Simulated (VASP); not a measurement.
VASP runs on Cd (hcp) share one base input (PBE GGA, plane waves, VASP's PBE PAW potentials (set 64)) and change the settings named in each case.

**INCAR**
```
# general
SYSTEM  = Cd
PREC    = Accurate
ENCUT   = 400
LREAL   = .FALSE.
LASPH   = .TRUE.

# electronic loop
EDIFF   = 1E-6
NELM    = 100
ALGO    = Normal
LMAXMIX = 4

# smearing
ISMEAR  = 1
SIGMA   = 0.1

# functional
GGA     = PE

# ions
ISIF    = 2

# output
LWAVE   = .FALSE.
LCHARG  = .FALSE.
```

**KPOINTS**
```
Regular mesh
0
G
 13 13 6
```

**POSCAR**
```
Cd
1
    1.4900000000    -2.5807560000     0.0000000000
    1.4900000000     2.5807560000     0.0000000000
    0.0000000000     0.0000000000     5.6200000000
Cd
2
Direct
  0.3333330000   0.6666670000   0.2500000000
  0.6666670000   0.3333330000   0.7500000000
```

POTCAR, in this order: Cd (PBE.64 set). Program: vasp_std.

```json
[
 {"change": "base run", "E(σ→0) (eV/atom)": "-0.7380", "pressure (GPa)": "2.10"},
 {"change": "ENCUT = 800, POTCAR Cd_sv_GW (PBE.64 set)", "E(σ→0) (eV/atom)": "-0.7910", "pressure (GPa)": "…"},
 {"change": "ENCUT = 520", "E(σ→0) (eV/atom)": "-0.7391", "pressure (GPa)": "3.02"},
 {"change": "ENCUT = 800", "E(σ→0) (eV/atom)": "-0.7387", "pressure (GPa)": "3.02"}
]
```

### Question
What belongs in the gaps?

### Answer

- ENCUT = 800, POTCAR Cd_sv_GW (PBE.64 set), pressure (GPa): 2.45

Energies of different potentials or functionals have different zeros.  The base run's pressure lies -0.92 GPa from that at 800 eV (Pulay error).

Left out are runs that ran out of time, are held back, or changed the cell or the kind of run, fixed moments of cells without a moment, rows past the twelfth, gaps on odd meshes, pressures of charged cells and columns that move by less than the noise.

The compound is Cd in the hcp structure. The cell was not relaxed at this level.
